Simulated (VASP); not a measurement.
AlAs (zinc blende): the band gap from VASP (plane waves, PAW) at several levels of theory. Gaps are without spin-orbit coupling. Each level names its cell: its own relaxed one, PBE's, or the starting one. A gap is the smallest over the k-mesh and a band path; hybrids may have named points in place of the path, and GW has the mesh alone. mBJ is a potential without an energy functional, so only the levels count. The mesh is coarse and the basis finite, so the quasiparticle values are not converged.

| level | band gap (eV) | error against measurement (eV) |
|---|---|---|
| LDA (own cell) | 1.32 | -0.96 |
| PBE (own cell) | 1.50 | -0.78 |
| PBEsol (own cell) | 1.34 | -0.94 |
| RPBE (own cell) | 1.62 | -0.66 |
| AM05 (own cell) | 1.41 | -0.87 |
| PBE-D3(BJ) (own cell) | 1.44 | -0.84 |
| PBE-D4 (own cell) | 1.44 | -0.84 |
| optB88-vdW (own cell) | 1.57 | -0.71 |
| rev-vdW-DF2 (own cell) | 1.46 | -0.82 |
| mBJ (TB09) (PBE cell) | 2.23 | -0.05 |
| HSE06 (PBE cell) | 2.16 | -0.12 |
| G0W0@PBE (starting cell) | 2.06 | -0.22 |
| evGW0@PBE (starting cell) | 2.13 | -0.15 |

Measured: 2.28 eV (as given by Wei Chen et al., Physical Review Materials (2018), doi:10.1103/physrevmaterials.2.073803; zero-point renormalisation of 0.04 eV added back (the table's ZPR column)).

The cell of the LDA (own cell) run:

```cif
data_AlAs
_chemical_formula_sum 'Al1 As1'
_space_group_name_H-M_alt 'P 1'
_space_group_IT_number 1
_cell_length_a 3.98654
_cell_length_b 3.98654
_cell_length_c 3.98654
_cell_angle_alpha 60.000
_cell_angle_beta 60.000
_cell_angle_gamma 60.000
loop_
_space_group_symop_operation_xyz
  'x, y, z'
loop_
_atom_site_label
_atom_site_type_symbol
_atom_site_fract_x
_atom_site_fract_y
_atom_site_fract_z
_atom_site_occupancy
Al1 Al 0.00000 0.00000 0.00000 1
As1 As 0.25000 0.25000 0.25000 1
```

Only levels that ran to the end are used. Left out are those held back, those with too coarse a band path, GW runs whose mesh misses a band edge, hybrids' fits of cells that aren't cubic and levels without matching references; a question may draw on a part of the rest.

The compound is AlAs in the zinc blende structure.
